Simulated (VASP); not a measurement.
OSZICAR of a VASP run on BN (hex):

File OSZICAR:
```
       N       E                     dE             d eps       ncg     rms          rms(c)
DAV:   1     0.731492764714E+02    0.73149E+02   -0.81340E+03   672   0.121E+03
DAV:   2    -0.346551334758E+02   -0.10780E+03   -0.97340E+02   960   0.267E+02
DAV:   3    -0.397614302569E+02   -0.51063E+01   -0.50708E+01   852   0.629E+01
DAV:   4    -0.398218229098E+02   -0.60393E-01   -0.60340E-01   824   0.751E+00
DAV:   5    -0.398228272824E+02   -0.10044E-02   -0.10042E-02   844   0.961E-01    0.114E+01
DAV:   6    -0.365589716137E+02    0.32639E+01   -0.76231E+00   800   0.225E+01    0.531E+00
DAV:   7    -0.362006197604E+02    0.35835E+00   -0.54339E-01   848   0.622E+00    0.319E+00
DAV:   8    -0.361015915655E+02    0.99028E-01   -0.32745E-01   836   0.437E+00    0.443E-01
DAV:   9    -0.360998352698E+02    0.17563E-02   -0.14574E-02   808   0.105E+00    0.183E-01
DAV:  10    -0.361021073433E+02   -0.22721E-02   -0.21012E-03   776   0.384E-01    0.423E-02
DAV:  11    -0.361024345978E+02   -0.32725E-03   -0.31096E-04   824   0.154E-01    0.271E-02
DAV:  12    -0.361024465046E+02   -0.11907E-04   -0.61358E-05   788   0.662E-02    0.372E-03
DAV:  13    -0.361024470489E+02   -0.54430E-06   -0.22741E-06   848   0.137E-02    0.216E-03
DAV:  14    -0.361024473410E+02   -0.29214E-06   -0.52720E-07   800   0.634E-03    0.712E-04
DAV:  15    -0.361024473345E+02    0.65493E-08   -0.96226E-09   660   0.956E-04
   1 F= -.36102447E+02 E0= -.36102447E+02  d E =-.361024E+02
       N       E                     dE             d eps       ncg     rms          rms(c)
DAV:   1    -0.361993078379E+02   -0.96860E-01   -0.33717E+00   676   0.166E+01    0.116E+00
DAV:   2    -0.361490042177E+02    0.50304E-01   -0.56109E-02   792   0.205E+00    0.652E-01
DAV:   3    -0.361262950488E+02    0.22709E-01   -0.43220E-02   824   0.157E+00    0.152E-01
DAV:   4    -0.361260739625E+02    0.22109E-03   -0.19081E-03   792   0.412E-01    0.449E-02
DAV:   5    -0.361261172967E+02   -0.43334E-04   -0.60721E-04   852   0.206E-01    0.447E-02
DAV:   6    -0.361261048938E+02    0.12403E-04   -0.12900E-04   816   0.104E-01    0.765E-03
DAV:   7    -0.361261115405E+02   -0.66467E-05   -0.17601E-05   816   0.372E-02    0.599E-03
DAV:   8    -0.361261116220E+02   -0.81488E-07   -0.10334E-06   836   0.938E-03    0.277E-03
DAV:   9    -0.361261118613E+02   -0.23931E-06   -0.30348E-07   784   0.451E-03    0.971E-04
DAV:  10    -0.361261118635E+02   -0.22155E-08   -0.21443E-08   584   0.131E-03
   2 F= -.36126112E+02 E0= -.36126112E+02  d E =-.236645E-01
```

Problem. Which electronic solver shows in the log?

Solution. It is blocked Davidson (ALGO = Normal, or the opening steps of other solvers). The INCAR had ALGO = Normal.

Problem. Can the final energy be trusted as converged?

Solution. The run converged. It stopped with EDIFF = 1E-7, NELM = 100, NSW = 30 and EDIFFG = -0.01 after 2 ionic steps (AM05 GGA, plane waves, VASP's PBE PAW potentials (set 64)). Without a dispersion term in the relaxation, distances and binding between the weakly bound layers, chains or molecules are unreliable, and so is what depends on them.

The compound is BN in the hex structure. This cell is one point of a volume scan, at 0.97 of the reference volume. Symmetry was kept, so distortions that lower it aren't found.
